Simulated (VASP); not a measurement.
Input of a VASP 6.6.1 run:

INCAR

```
ALGO = Fast
EDIFF = 1E-6
ENCUT = 520
ISIF = 2
ISMEAR = 1
ISPIN = 2
LASPH = T
LCHARG = T
LMAXMIX = 4
LORBIT = 11
LREAL = F
LVHAR = T
LWAVE = F
MAGMOM = 1.8 1.8
NELM = 120
PREC = Accurate
SIGMA = 0.1
```

KPOINTS

```
k-points
0
Gamma
  20 20 10
```

The input POSCAR:

```
Co                                      
1.0
    2.4260701890     -0.0000000000      0.0000000000
   -1.2130350945      2.1010384119      0.0000000000
   -0.0000000000     -0.0000000000      3.9074701596
  Co            
     2
Direct
     0.3333333300000021    0.6666666699999979    0.2500000000000000
     0.6666666699999979    0.3333333300000021    0.7500000000000000
```

Potentials or basis: VASP PAW LDA potentials, release 64 (Co).

Command:

```sh
$ cat potpaw_LDA.64/Co/POTCAR > POTCAR
$ mpirun -np 1 vasp_std > vasp.out
```

(1) Estimate the site moments.

(2) Estimate the net moment.

## Answers

(1) Co +1.48 μB.

(2) 2.97 μB per cell.
